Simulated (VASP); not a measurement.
Here is a VASP 6.6.1 calculation.

Contents of INCAR:

```
SYSTEM = V
PREC     = Accurate       ! precision mode
ENCUT    = 520            ! plane-wave cutoff, eV
EDIFF    = 1E-6           ! SCF threshold, eV
ISMEAR   = -1             ! smearing method
SIGMA    = 0.05           ! smearing width, eV
LREAL    = .False.        ! projectors in reciprocal space
LASPH    = .True.         ! aspherical terms in the spheres
NELM     = 150            ! most SCF steps
ALGO     = Fast           ! electronic algorithm
ISIF     = 2              ! what is computed and relaxed
LWAVE    = .False.        ! write WAVECAR
LCHARG   = .True.         ! write CHGCAR
ISPIN    = 2              ! spin polarisation
MAGMOM   = 2 2 2 2 2 2 2 2 ! initial moments
LORBIT   = 11             ! projections on sites
LMAXMIX  = 4              ! l up to which the mixer works
LDIPOL   = .True.       
IDIPOL   = 3            
DIPOL    = 0.5 0.5 0.500
LELF     = .True.         ! ELF
LVHAR    = .True.       
LVACPOTAV= .True.
```

Contents of KPOINTS:

```
Automatic mesh
0
Gamma
  7 7 1
  0 0 0
```

The input POSCAR:

```
V
1.0
    3.0260000000      0.0000000000      0.0000000000
    0.0000000000      3.0260000000      0.0000000000
    0.0000000000      0.0000000000     25.5910000000
V
8
Direct
    0.5000000000      0.5000000000      0.2930717830
    0.0000000000      0.0000000000      0.3521941307
    0.5000000000      0.5000000000      0.4113164784
    0.0000000000      0.0000000000      0.4704388261
    0.5000000000      0.5000000000      0.5295611739
    0.0000000000      0.0000000000      0.5886835216
    0.5000000000      0.5000000000      0.6478058693
    0.0000000000      0.0000000000      0.7069282170
```

Potentials or basis: VASP PAW LDA potentials, release 64 (V_sv).

The run is started by

```console
$ cat potpaw_LDA.64/V_sv/POTCAR > POTCAR
$ mpirun -np 1 vasp_std > vasp.out
```

Problem. What does it give for the work function of the upper face?

Solution. 4.11 eV.

Problem. What does it give for the work function of the lower face?

Solution. 4.11 eV.

Problem. Predict the largest force.

Solution. 1.879 eV/Å.

Problem. Predict the band gap on the k mesh.

Solution. None (metal or under the smearing width).

Forces in eV/Å, atoms in the order of the input:
```
V    0.000  0.000  1.879
V    0.000  0.000 -0.738
V    0.000  0.000 -0.285
V    0.000  0.000  0.172
V    0.000  0.000 -0.172
V    0.000  0.000  0.285
V    0.000  0.000  0.738
V    0.000  0.000 -1.879
```
